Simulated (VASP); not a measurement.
# Relaxed cell of TiB2: a test of cutoff and mesh, part 2 of 2

How far does the relaxed cell of TiB2 depend on cutoff and k mesh? The starting structure is a measured crystal structure from the Crystallography Open Database. The first relaxation on each setting starts from this cell expanded by 3 % in volume.

VASP 6.6.1.

Results so far: reference 8.38 Å³ an atom; a cutoff of 320 eV 8.35 Å³ an atom; a 7×7×6 mesh 8.38 Å³ an atom.

## Step 5: Relaxation with a cutoff of 600 eV

Level of this step: PBEsol; plane waves and PAW (Ti_sv, B) (VASP).

Against step 2 the input has ENCUT = 600. This run starts from the cell of an earlier relaxation, which isn't shown; the restart sets up the plane waves anew.

The input, INCAR:

```
SYSTEM = TiB2
PREC = Accurate
ENCUT = 600
EDIFF = 1E-06
NELM = 100
ISMEAR = 0
SIGMA = 0.05
LREAL = .FALSE.
ALGO = Normal
GGA = PS
NBANDS = 15
LORBIT = 11
LWAVE = .FALSE.
LCHARG = .FALSE.
KPAR = 4
IBRION = 2
NSW = 50
ISIF = 3
EDIFFG = -0.006
```

The input, POSCAR:

```
TiB2
1.0
    3.0190910563      0.0000000000      0.0000000000
   -1.5095455281      2.6146095510      0.0000000000
    0.0000000000      0.0000000000      3.1850369757
Ti B
1 2
Direct
    0.0000000000      0.0000000000      0.0000000000
    0.6666666667      0.3333333333      0.5000000000
    0.3333333333      0.6666666667      0.5000000000
```

The input, KPOINTS:

```
Automatic mesh
0
Gamma
12 12 10
0 0 0
```

The projector-augmented-wave data sets are Ti_sv and B (PBE family, release 64).

Run with:

```sh
> mpirun -np 4 vasp_std
```

The program printed:

```text
[... set-up lines as in an earlier step ...]
 entering main loop
       N       E                     dE             d eps       ncg     rms          rms(c)
DAV:   1     0.134770583515E+03    0.13477E+03   -0.10071E+04  3427   0.153E+03
DAV:   2    -0.219713729888E+02   -0.15674E+03   -0.15163E+03  3602   0.383E+02
DAV:   3    -0.305479319650E+02   -0.85766E+01   -0.84799E+01  4859   0.846E+01
DAV:   4    -0.308335307582E+02   -0.28560E+00   -0.28542E+00  4311   0.134E+01
[...]
DAV:  11    -0.257938387250E+02    0.31065E-04   -0.22015E-04  4833   0.160E-01    0.677E-02
DAV:  12    -0.257938112187E+02    0.27506E-04   -0.10639E-04  4012   0.133E-01    0.162E-02
DAV:  13    -0.257938116178E+02   -0.39917E-06   -0.60395E-06  4322   0.218E-02
   1 F= -.25793812E+02 E0= -.25793331E+02  d E =-.257938E+02
[...]
reached required accuracy - stopping structural energy minimisation
```

It took 19 s on 4 MPI ranks of AMD EPYC 7R43, shared host; peak memory 0.58 GiB; 74 s of CPU time.

From OUTCAR (step 5):

```text
  Total        0.0119865      0.0119865      0.0125451      0.0000000      0.0000000      0.0000000
  in kB        0.7638469      0.7638469      0.7994445      0.0000000      0.0000000      0.0000000
  external PRESSURE =       0.7757127 kB  Pullay stress =       0.0000000 kB

 POSITION                                       TOTAL-FORCE (eV/Angst)
 -----------------------------------------------------------------------------------
      0.00000      0.00000      0.00000         0.000000      0.000000      0.000000
      1.50955      0.87154      1.59252         0.000000     -0.000000      0.000000
     -0.00000      1.74307      1.59252        -0.000000      0.000000     -0.000000
 -----------------------------------------------------------------------------------
    total drift:                               -0.000000      0.000000     -0.000000

  FREE ENERGIE OF THE ION-ELECTRON SYSTEM (eV)
  ---------------------------------------------------
  free  energy   TOTEN  =       -25.7938116178 eV

  energy  without entropy=      -25.7928503139  energy(sigma->0) =      -25.79333097

[... 2 parts as in an earlier step ...]

[... 2 further parts left out ...]
[key lines of the parts left out:]
E-fermi :  10.1389
```

With a cutoff of 600 eV the cell ends at 8.381 Å³ an atom, +0.00 % from the reference; the bulk modulus is 262.9 GPa against 262.6 GPa.

## Step 6: Relaxation with an 18×18×14 mesh

Against step 2 the input has an 18×18×14 mesh. This run starts from the cell of an earlier relaxation, which isn't shown; the restart sets up the plane waves anew.

INCAR: that of step 5 with these lines changed.

```diff
@@ -2,3 +2,3 @@
 PREC = Accurate
-ENCUT = 600
+ENCUT = 450
 EDIFF = 1E-06
```

The input, POSCAR:

```
TiB2
1.0
    3.0184234381      0.0000000000      0.0000000000
   -1.5092117190      2.6140313767      0.0000000000
    0.0000000000      0.0000000000      3.1864537186
Ti B
1 2
Direct
    0.0000000000      0.0000000000      0.0000000000
    0.6666666667      0.3333333333      0.5000000000
    0.3333333333      0.6666666667      0.5000000000
```

The input, KPOINTS:

```
Automatic mesh
0
Gamma
18 18 14
0 0 0
```

Run with:

```sh
> mpirun -np 4 vasp_std
```

The program printed:

```text
[... set-up lines as in an earlier step ...]
 entering main loop
       N       E                     dE             d eps       ncg     rms          rms(c)
DAV:   1     0.112847026954E+03    0.11285E+03   -0.83056E+03  8909   0.124E+03
DAV:   2    -0.239835916748E+02   -0.13683E+03   -0.13266E+03  9538   0.338E+02
DAV:   3    -0.306603598446E+02   -0.66768E+01   -0.66155E+01 12607   0.746E+01
DAV:   4    -0.308340261378E+02   -0.17367E+00   -0.17356E+00 11051   0.106E+01
[...]
DAV:  11    -0.257902744935E+02    0.70227E-04   -0.19331E-04 12083   0.148E-01    0.573E-02
DAV:  12    -0.257902564901E+02    0.18003E-04   -0.66710E-05 11105   0.101E-01    0.148E-02
DAV:  13    -0.257902565271E+02   -0.36973E-07   -0.41853E-06 10575   0.185E-02
   1 F= -.25790257E+02 E0= -.25790019E+02  d E =-.257903E+02
[...]
reached required accuracy - stopping structural energy minimisation
```

Run time: 39 s. Hardware: 4 MPI ranks; peak memory 0.7 GiB.

OUTCAR, selected parts (step 6):

```text
  Total       -0.0000179     -0.0000179     -0.0004626     -0.0000000     -0.0000000     -0.0000000
  in kB       -0.0011399     -0.0011399     -0.0294816     -0.0000000     -0.0000000     -0.0000000
  external PRESSURE =      -0.0105871 kB  Pullay stress =       0.0000000 kB

 POSITION                                       TOTAL-FORCE (eV/Angst)
 -----------------------------------------------------------------------------------
      0.00000      0.00000      0.00000        -0.000000      0.000000      0.000000
      1.50921      0.87134      1.59323         0.000000     -0.000000      0.000000
     -0.00000      1.74269      1.59323        -0.000000     -0.000000      0.000000
 -----------------------------------------------------------------------------------
    total drift:                               -0.000000      0.000000      0.000000

  FREE ENERGIE OF THE ION-ELECTRON SYSTEM (eV)
  ---------------------------------------------------
  free  energy   TOTEN  =       -25.7902565271 eV

  energy  without entropy=      -25.7897818057  energy(sigma->0) =      -25.79001917

[... 1 part as in an earlier step ...]

[... 3 further parts left out ...]
[key lines of the parts left out:]
E-fermi :  10.1743
```

With an 18×18×14 mesh the cell ends at 8.381 Å³ an atom, +0.00 % from the reference; the bulk modulus is 262.8 GPa against 262.6 GPa.

## Step 7: The runs compared

| run | volume (Å³/atom) | change (%) | bulk modulus (GPa) | pressure left (GPa) | core minutes |
| --- | --- | --- | --- | --- | --- |
| reference | 8.381 | - | 262.6 | 0.02 | 5.79 |
| a cutoff of 320 eV | 8.35 | -0.37 | 265.3 | 0.04 | 2.97 |
| a 7×7×6 mesh | 8.377 | -0.04 | 263.1 | 0.02 | 2.0 |
| a cutoff of 600 eV | 8.381 | 0.0 | 262.9 | 0.08 | 5.03 |
| an 18×18×14 mesh | 8.381 | 0.0 | 262.8 | 0.0 | 13.7 |

Core minutes are wall time times ranks, summed over the relaxations behind a row (those for a bulk modulus apart), on shared hosts.

## Step 8: Summary of results

```json
{"volume of the reference": "8.381 Å³/atom", "volume against the reference, a cutoff of 320 eV": "-0.37 %", "volume against the reference, a 7×7×6 mesh": "-0.04 %", "volume against the reference, a cutoff of 600 eV": "+0.00 %", "volume against the reference, an 18×18×14 mesh": "+0.00 %"}
```

**Reading.** The volume moves most with a cutoff of 320 eV: -0.37 % against the reference (450 eV, 12×12×10 mesh). On finer settings it changes by +0.00 % with a cutoff of 600 eV and +0.00 % with an 18×18×14 mesh. The relaxations stop with up to 0.08 GPa left, which at the bulk modulus found here is 0.03 % of the volume, and more along a soft axis. A cell that shrinks at the lower cutoff is the usual mark of Pulay stress, the error that a plane-wave basis makes when it is kept while the volume changes. The bulk modulus stays within 2 %. Further runs on this material are not shown.

[Lines on the potential files, build, host, timing and source positions are cut from VASP's logs without a mark.]

[Logs are printed without paths, hosts, clocks, repeated set-up lines and the standing remarks that a program may print on its own settings, such as how far it seeks lower states.]

[Hosts, paths, dates, database ids (printed as entryN), source tags and the programs' standing remarks are cut or masked in the printed files.]
